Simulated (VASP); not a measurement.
# GeBr (P6_3/mmc) in VASP: equation of state, part 2 of 2

VASP 6.6.1. Earlier steps stand in the parts before.

### 3 Equation of state, PBE, 26.95 Å³/atom (volume scaled by 0.96)

The input, INCAR:

```
SYSTEM = GeBr
PREC     = Accurate       ! precision mode
ENCUT    = 520            ! plane-wave cutoff, eV
EDIFF    = 1E-7           ! SCF threshold, eV
ISMEAR   = -1             ! smearing method
SIGMA    = 0.05           ! smearing width, eV
LREAL    = .FALSE.        ! projectors in reciprocal space
LASPH    = .TRUE.         ! aspherical terms in the spheres
NELM     = 60             ! most SCF steps
ALGO     = Normal         ! electronic algorithm
ISIF     = 2              ! what is computed and relaxed
LWAVE    = .FALSE.        ! write WAVECAR
LCHARG   = .FALSE.        ! write CHGCAR
GGA      = PE             ! functional
NBANDS   = 29             ! bands
```

The input, KPOINTS:

```
regular mesh
0
G
  7 7 5
  0 0 0
```

The input, POSCAR:

```
GeBr
1.0
    4.7615649762      0.0000000000      0.0000000000
   -2.3807824881      4.1236348313      0.0000000000
    0.0000000000      0.0000000000      5.4894526726
Ge Br
2 2
Direct
    0.0000000000      0.0000000000      0.0000000000
    0.0000000000      0.0000000000      0.5000000000
    0.3333300000      0.6666700000      0.7500000000
    0.6666700000      0.3333300000      0.2500000000
```

Potentials or basis: VASP PAW PBE potentials, release 64 (Ge_d, Br).

Command:

```console
$ cat potpaw_PBE.64/Ge_d/POTCAR potpaw_PBE.64/Br/POTCAR > POTCAR
$ mpirun -np 1 vasp_std > vasp.out
```

OUTCAR:

```text
SYSTEM = GeBr
   PREC = Accurate
   ENCUT = 520
   EDIFF = 1E-7
   ISMEAR = -1
   LREAL = .FALSE.
   LASPH = .TRUE.
   NELM = 60
   ISIF = 2
   GGA = PE

 Found     48 irreducible k-points:

 Following reciprocal coordinates:
            Coordinates               Weight
  0.000000  0.000000  0.000000      1.000000
  0.142857  0.000000  0.000000      4.000000
 -0.142857  0.142857  0.000000      2.000000
  0.285714 -0.000000  0.000000      4.000000
 -0.285714  0.285714  0.000000      2.000000
  0.428571 -0.000000  0.000000      4.000000
   k-points           NKPTS =     48   k-points in BZ     NKDIM =     48   number of bands    NBANDS=     29
   number of dos      NEDOS =    301   number of ions     NIONS =      4
   total plane-waves  NPLWV =  54432
   dimension x,y,z NGX =    36 NGY =   36 NGZ =   42
   dimension x,y,z NGXF=    72 NGYF=   72 NGZF=   84
   ions per type =               2   2
   NGX,Y,Z   is equivalent  to a cutoff of  12.57, 12.57, 12.72 a.u.
   NGXF,Y,Z  is equivalent  to a cutoff of  25.14, 25.14, 25.44 a.u.
 SYSTEM =  GeBr
   PREC   = accura    normal or accurate (medium, high low for compatibility)
   ISTART =      0    job   : 0-new  1-cont  2-samecut
   ICHARG =      2    charge: 1-file 2-atom 10-const
   ISPIN  =      1    spin polarized calculation?
   LNONCOLLINEAR =      F non collinear calculations
   LSORBIT =      F    spin-orbit coupling
   LASPH  =      T    aspherical Exc in radial PAW
   ENCUT  =  520.0 eV  38.22 Ry    6.18 a.u.   8.85  8.85 10.21*2*pi/ulx,y,z
   NELM   =     60;   NELMIN=  2; NELMDL= -5     # of ELM steps
   EDIFF  = 0.1E-06   stopping-criterion for ELM
   LREAL  =      F    real-space projection
   EDIFFG = 0.1E-05   stopping-criterion for IOM
   NSW    =      0    number of steps for IOM
   IBRION =     -1    ionic relax: 0-MD 1-quasi-New 2-CG
   NFREE  =      0    steps in history (QN), initial steepest desc. (CG)
   ISIF   =      2    stress and relaxation
   ISYM   =      2    0-nonsym 1-usesym 2-fastsym
   POTIM  = 0.5000    time-step for ionic-motion
   TEBEG  =    0.0;   TEEND  =   0.0 temperature during run
   PSTRESS=    0.0 pullay stress
   NELECT =      42.0000    total number of electrons
   NUPDOWN=      -1.0000    fix difference up-down
   EMIN   =  10.00;   EMAX   =-10.00  energy-range for DOS
   EFERMI =   0.00;   METHOD = LEGACY
   ISMEAR =    -1;   SIGMA  =   0.05  broadening in eV -4-tet -1-fermi 0-gaus
   EFERMI_NEDOS =   21; number of points for ismear=-14 and -15
   IALGO  =     38    algorithm
   IMIX   =      4    mixing-type and parameters
     AMIX     =   0.40;   BMIX     =  1.00
     AMIX_MAG =   1.60;   BMIX_MAG =  1.00
  volume/ion in A,a.u.               =      26.95       181.84
  Fermi-wavevector in a.u.,A,eV,Ry     =   1.195744  2.259629 19.453666  1.429804
  Thomas-Fermi vector in A             =   2.331702
   LORBIT       =      0    0 simple, 1 ext, 2 COOP (PROOUT), +10 PAW based schemes
   GGA     = PE    functional components
   LHFCALC =     F    Hartree Fock is set to
   AEXX    =    0.0000 exact exchange contribution
   IVDW    =     0    specifies the selected vdW correction
   LEPSILON=     F    determine dielectric tensor
   LRPA    =     F    only Hartree local field effects (RPA)
 non-spin polarized calculation
  energy-cutoff  :      520.00
  volume of cell :      107.79
 maximum number of plane-waves:      2943
   NGX = 17   NGY = 17   NGZ = 21

 number of electron      42.0000044 magnetization

 Free energy of the ion-electron system (eV)
  ---------------------------------------------------
  ext. energy  EPLUGINS =         0.00000000
  ---------------------------------------------------
  free energy    TOTEN  =       -12.08310091 eV

  energy without entropy =      -12.04572629  energy(sigma->0) =      -12.06441360

 E-fermi :   4.1199     XC(G=0):  -9.1297

 val. band max:        4.1103473258   @ k =  -0.1429   0.2857   0.2000
 cond. band min:       4.1398284400   @ k =   0.4286   0.1429   0.4000
 fundamental gap:      0.0294811142
 Fermi energy:         4.1198528003

 k-point     1 :       0.0000    0.0000    0.0000
  band No.  band energies     occupation
      1     -21.7076      2.00000
      2     -21.7076      2.00000
      3     -21.6998      2.00000
      4     -21.6998      2.00000
      5     -21.6516      2.00000
      6     -21.6226      2.00000
[... 21 lines left out ...]
     28       9.3892      0.00000
     29       9.5461      0.00000
[... 129 lines left out ...]
 k-point     6 :       0.4286   -0.0000    0.0000
  band No.  band energies     occupation
      1     -21.7082      2.00000
      2     -21.7068      2.00000
      3     -21.6999      2.00000
      4     -21.6993      2.00000
      5     -21.6513      2.00000
      6     -21.6236      2.00000
[... 21 lines left out ...]
     28      11.6790      0.00000
     29      11.7478      0.00000

 [... further k-points ...]

------------------------ aborting loop because EDIFF is reached ----------------------------------------

  FORCE on cell =-STRESS in cart. coord.  units (eV):
  Direction    XX          YY          ZZ          XY          YZ          ZX
  --------------------------------------------------------------------------------------
  -------------------------------------------------------------------------------------
  Total        0.9496253      0.9498013      0.8749142      0.0001530      0.0000000     -0.0000000
  in kB       14.1157479     14.1183649     13.0052009      0.0022747      0.0000000     -0.0000000
  external PRESSURE =      13.7464379 kB  Pullay stress =       0.0000000 kB

 VOLUME and BASIS-vectors are now :
 -----------------------------------------------------------------------------
  energy-cutoff  :      520.00
  volume of cell :      107.79
      direct lattice vectors                 reciprocal lattice vectors
     4.761564976  0.000000000  0.000000000     0.210014986  0.121252250  0.000000000
    -2.380782488  4.123634831  0.000000000     0.000000000  0.242504499  0.000000000
     0.000000000  0.000000000  5.489452673     0.000000000  0.000000000  0.182167524

 POSITION                                       TOTAL-FORCE (eV/Angst)
 -----------------------------------------------------------------------------------
      0.00000      0.00000      0.00000        -0.000000      0.000000     -0.000000
      0.00000      0.00000      2.74473        -0.000000      0.000000     -0.000000
     -0.00002      2.74910      4.11709        -0.000063      0.000036      0.000000
      2.38081      1.37453      1.37236         0.000063     -0.000036     -0.000000
 -----------------------------------------------------------------------------------
    total drift:                                0.000000     -0.000000      0.000000

  FREE ENERGIE OF THE ION-ELECTRON SYSTEM (eV)
  ---------------------------------------------------
  free  energy   TOTEN  =       -12.0831009143 eV

  energy  without entropy=      -12.0457262905  energy(sigma->0) =      -12.06441360
```

OSZICAR:

```text
N       E                     dE             d eps       ncg     rms          rms(c)
DAV:   1     0.400727347200E+03    0.40073E+03   -0.20368E+04  3428   0.287E+03
DAV:   2     0.554077870815E+02   -0.34532E+03   -0.33242E+03  2856   0.755E+02
DAV:   3    -0.869916756026E+01   -0.64107E+02   -0.62936E+02  3224   0.173E+02
DAV:   4    -0.121727467875E+02   -0.34736E+01   -0.34527E+01  3242   0.471E+01
DAV:   5    -0.122491542343E+02   -0.76407E-01   -0.76360E-01  3280   0.756E+00    0.773E+00
DAV:   6    -0.121052060581E+02    0.14395E+00   -0.22930E-01  3761   0.280E+00    0.444E+00
DAV:   7    -0.120816295590E+02    0.23576E-01   -0.12213E-01  3512   0.208E+00    0.989E-01
DAV:   8    -0.120829516268E+02   -0.13221E-02   -0.13916E-02  3301   0.906E-01    0.149E-01
DAV:   9    -0.120830099414E+02   -0.58315E-04   -0.13236E-03  3472   0.201E-01    0.625E-02
DAV:  10    -0.120830831634E+02   -0.73222E-04   -0.11390E-04  3255   0.723E-02    0.216E-02
DAV:  11    -0.120830974278E+02   -0.14264E-04   -0.14129E-05  3242   0.261E-02    0.574E-03
DAV:  12    -0.120831007762E+02   -0.33484E-05   -0.50045E-06  3195   0.133E-02    0.186E-03
DAV:  13    -0.120831008855E+02   -0.10931E-06   -0.59983E-07  2801   0.540E-03    0.916E-04
DAV:  14    -0.120831009143E+02   -0.28709E-07   -0.60945E-08  2176   0.222E-03
   1 F= -.12083101E+02 E0= -.12064414E+02  d E =-.373746E-01
```

It took 54 s on 1 thread of Intel Xeon 6975P-C (Granite Rapids), shared host; peak memory 0.28 GiB.

What came out:

* Free energy: -12.0831 eV
* Pressure: 1.4 GPa
* Band gap on the k mesh: none (metal or under the smearing width)

### 4 Equation of state, PBE, 27.51 Å³/atom (volume scaled by 0.98)

The input, INCAR:

```
PREC = Accurate
ENCUT = 520
EDIFF = 1E-7
ISMEAR = -1
SIGMA = 0.05
LREAL = F
LASPH = T
NELM = 80
ALGO = Normal
ISIF = 2
LWAVE = F
LCHARG = F
GGA = PE
NBANDS = 29
```

The input, KPOINTS:

```
Automatic mesh
0
Gamma
  7 7 5
```

The input, POSCAR:

```
GeBr
1.0
    4.7944043930      0.0000000000      0.0000000000
   -2.3972021965      4.1520745909      0.0000000000
    0.0000000000      0.0000000000      5.5273121633
Ge Br
2 2
Direct
    0.0000000000      0.0000000000      0.0000000000
    0.0000000000      0.0000000000      0.5000000000
    0.3333300000      0.6666700000      0.7500000000
    0.6666700000      0.3333300000      0.2500000000
```

Command:

```console
$ cat potpaw_PBE.64/Ge_d/POTCAR potpaw_PBE.64/Br/POTCAR > POTCAR
$ mpirun -np 1 vasp_std > vasp.out
```

Wall time 55 s (1 thread of Intel Xeon 6975P-C (Granite Rapids), shared host); peak memory 0.29 GiB.

The run converged. Its results:

```
Free energy            : -12.0972 eV
Pressure               : 0.6 GPa
Band gap on the k mesh : none (metal or under the smearing width)
```

### 5 Equation of state, PBE, 28.63 Å³/atom (volume scaled by 1.02)

The input, INCAR:

```
SYSTEM = GeBr
PREC = Accurate
ENCUT = 520
EDIFF = 1E-7
ISMEAR = -1
SIGMA = 0.05
LREAL = .False.
LASPH = .True.
NELM = 80
ALGO = Normal
ISIF = 2
LWAVE = .False.
LCHARG = .False.
GGA = PE
NBANDS = 29
```

The input, KPOINTS:

```
regular mesh
0
Gamma
  7 7 5
  0 0 0
```

The input, POSCAR:

```
GeBr
1.0
    4.8587664945      0.0000000000      0.0000000000
   -2.4293832473      4.2078137869      0.0000000000
    0.0000000000      0.0000000000      5.6015131270
Ge Br
2 2
Direct
    0.0000000000      0.0000000000      0.0000000000
    0.0000000000      0.0000000000      0.5000000000
    0.3333300000      0.6666700000      0.7500000000
    0.6666700000      0.3333300000      0.2500000000
```

Command:

```console
$ cat potpaw_PBE.64/Ge_d/POTCAR potpaw_PBE.64/Br/POTCAR > POTCAR
$ mpirun -np 1 vasp_std > vasp.out
```

Run time: 57 s. Hardware: 1 thread of Intel Xeon 6975P-C (Granite Rapids), shared host; peak memory 0.29 GiB.

It converged, with:

- Free energy: -12.0957 eV
- Pressure: -0.7 GPa
- Band gap on the k mesh: none (metal or under the smearing width)

### 6 Equation of state, PBE, 29.19 Å³/atom (volume scaled by 1.04)

The input, INCAR:

```
PREC     = Accurate       # precision mode
ENCUT    = 520            # plane-wave cutoff, eV
EDIFF    = 1E-7           # SCF threshold, eV
ISMEAR   = -1             # smearing method
SIGMA    = 0.05           # smearing width, eV
LREAL    = F              # projectors in reciprocal space
LASPH    = T              # aspherical terms in the spheres
NELM     = 60             # most SCF steps
ALGO     = Normal         # electronic algorithm
ISIF     = 2              # what is computed and relaxed
LWAVE    = F              # write WAVECAR
LCHARG   = F              # write CHGCAR
GGA      = PE             # functional
NBANDS   = 29             # bands
```

The input, KPOINTS:

```
regular mesh
0
Gamma
  7 7 5
```

The input, POSCAR:

```
GeBr
1.0
    4.8903178104      0.0000000000      0.0000000000
   -2.4451589052      4.2351380187      0.0000000000
    0.0000000000      0.0000000000      5.6378876081
Ge Br
2 2
Direct
    0.0000000000      0.0000000000      0.0000000000
    0.0000000000      0.0000000000      0.5000000000
    0.3333300000      0.6666700000      0.7500000000
    0.6666700000      0.3333300000      0.2500000000
```

Potentials or basis: VASP PAW PBE potentials, release 64 (Ge_d, Br).

Command:

```console
$ cat potpaw_PBE.64/Ge_d/POTCAR potpaw_PBE.64/Br/POTCAR > POTCAR
$ mpirun -np 1 vasp_std > vasp.out
```

Wall time 53 s (1 thread of Intel Xeon 6975P-C (Granite Rapids), shared host); peak memory 0.3 GiB.

The run converged. Its results:

* Free energy: -12.0822 eV
* Pressure: -1.3 GPa
* Band gap on the k mesh: none (metal or under the smearing width)

### 7 Equation of state, PBE, 29.75 Å³/atom (volume scaled by 1.06)

The input, INCAR:

```
SYSTEM = GeBr
PREC = Accurate
ENCUT = 520
EDIFF = 1E-7
ISMEAR = -1
SIGMA = 0.05
LREAL = .False.
LASPH = .True.
NELM = 80
ALGO = Normal
ISIF = 2
LWAVE = .False.
LCHARG = .False.
GGA = PE
NBANDS = 29
```

The input, KPOINTS:

```
regular mesh
0
Gamma
  7 7 5
  0 0 0
```

The input, POSCAR:

```
GeBr
1.0
    4.9214671713      0.0000000000      0.0000000000
   -2.4607335856      4.2621141474      0.0000000000
    0.0000000000      0.0000000000      5.6737986884
Ge Br
2 2
Direct
    0.0000000000      0.0000000000      0.0000000000
    0.0000000000      0.0000000000      0.5000000000
    0.3333300000      0.6666700000      0.7500000000
    0.6666700000      0.3333300000      0.2500000000
```

Command:

```console
$ cat potpaw_PBE.64/Ge_d/POTCAR potpaw_PBE.64/Br/POTCAR > POTCAR
$ mpirun -np 1 vasp_std > vasp.out
```

Run time: 59 s. Hardware: 1 thread of Intel Xeon 6975P-C (Granite Rapids), shared host; peak memory 0.31 GiB.

Results (log left out):

```yaml
Free_energy: -12.0614 eV
Pressure: -1.8 GPa
Band_gap_on_the_k_mesh: none (metal or under the smearing width)
```

### 8 Equation of state, PBE

Potentials or basis: VASP PAW PBE potentials, release 64 (Ge_d, Br).

No new run: the results of the series are fitted here.

What came out:

| Quantity | Value |
| --- | --- |
| Equilibrium volume | 28.02 Å³/atom |
| Bulk modulus at fixed shape and positions | 33 GPa |
| Pressure derivative of the bulk modulus | 4.4 |

Energy against volume, from the lowest point:
| volume (Å³/atom) | energy (meV/atom) |
| --- | --- |
| 26.385 | 10.83 |
| 26.946 | 4.48 |
| 27.508 | 0.96 |
| 28.069 | 0.00 |
| 28.630 | 1.32 |
| 29.192 | 4.69 |
| 29.753 | 9.90 |

Caveat: the cell was scaled at fixed shape and fractional positions, which overstates the stiffness of a crystal with free parameters, most of all of layers and chains.
